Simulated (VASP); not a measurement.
All values below come from PBE GGA, VASP's PBE PAW potentials (set 64) (plane waves; VASP).

A VASP calculation is set up with these files.

### KPOINTS
```
Automatic mesh
0
Gamma
9 9 9
0 0 0
```

File POSCAR:
```
InSb
1.0
  0.0000000000   3.3163907709   3.3163907709
  3.3163907709   0.0000000000   3.3163907709
  3.3163907709   3.3163907709   0.0000000000
In Sb
1 1
Cartesian
  0.0000000000   0.0000000000   0.0000000000
  1.6581953855   1.6581953855   1.6581953855
```

**INCAR**
```
ISMEAR = 1
ALGO = Normal   # blocked Davidson
EDIFF = 1E-6
LASPH = .TRUE.
LCHARG = .FALSE.
NELM = 100
SIGMA = 0.1   # width (eV)
LWAVE = .FALSE.
IBRION = 2   # conjugate gradients
LMAXMIX = 4   # l cut-off of mixed one-centre charges
SYSTEM = InSb
GGA = PE   # PBE
ISIF = 3   # ions, shape and volume
PREC = Accurate
NSW = 60
EDIFFG = -0.01   # ionic stop
ENCUT = 400
LREAL = .FALSE.
```

POTCAR, in this order: In_d Sb (PBE.64 set). Program: vasp_std.

Unless said otherwise, spin-orbit coupling is left out, though it shifts the bands of the heavy elements here.

Question: Predict the energy per atom (σ→0), band gap (on the k-mesh).

Answer: 
The energy per atom (σ→0) is -3.476 eV/atom. The band gap (on the k-mesh) comes out as none (metal, semimetal or under 0.01 eV).

**OSZICAR**
```
...
DAV:   6    -0.695911944271E+01    0.88861E-01   -0.17420E-01  1219   0.679E+00    0.216E+00
DAV:   7    -0.694904974296E+01    0.10070E-01   -0.68590E-02  1177   0.272E+00    0.605E-01
DAV:   8    -0.695019972228E+01   -0.11500E-02   -0.75442E-03  1141   0.115E+00    0.219E-01
DAV:   9    -0.695080991036E+01   -0.61019E-03   -0.85790E-04  1020   0.303E-01    0.708E-02
DAV:  10    -0.695089725654E+01   -0.87346E-04   -0.68978E-05  1148   0.597E-02    0.282E-02
DAV:  11    -0.695094287563E+01   -0.45619E-04   -0.79787E-05   975   0.597E-02    0.176E-02
DAV:  12    -0.695094350928E+01   -0.63365E-06   -0.85674E-07   827   0.793E-03
   1 F= -.69509435E+01 E0= -.69510301E+01  d E =-.695094E+01
```

The compound is InSb in the zinc blende structure. It was relaxed first, which changed the volume by +7 %. The start is the result of an earlier pass.
